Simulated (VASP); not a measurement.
Here is the system:

```
CELL_PARAMETERS angstrom
      2.86475     0.00000     0.00000
      0.00000     2.86475     0.00000
      0.00000     0.00000     3.93293
ATOMIC_POSITIONS crystal
  Fe 0.00000 0.00000 0.00000
  Pt 0.50000 0.50000 0.50000
```
Starting moments (μB, in the order of the record's atoms Fe Pt): 2.9 0.3.

Method: vdW-DF2, VASP's PBE PAW potentials (set 64) (plane waves; VASP). Settings: 520 eV cut-off, 13×13×10 Γ-centred mesh, first-order Methfessel-Paxton smearing of 0.10 eV, potentials Fe Pt.

Problem. Give the stress tensor in GPa (positive for a compressed cell).

Solution. 
```
-8.19   0.00   0.00
 0.00  -8.19   0.00
 0.00   0.00  -8.04
```
The pressure is its mean diagonal, -8.14 GPa.

The compound is FePt in the L1_0 structure. This cell is one point of a volume scan, at 1.06 of the reference volume.
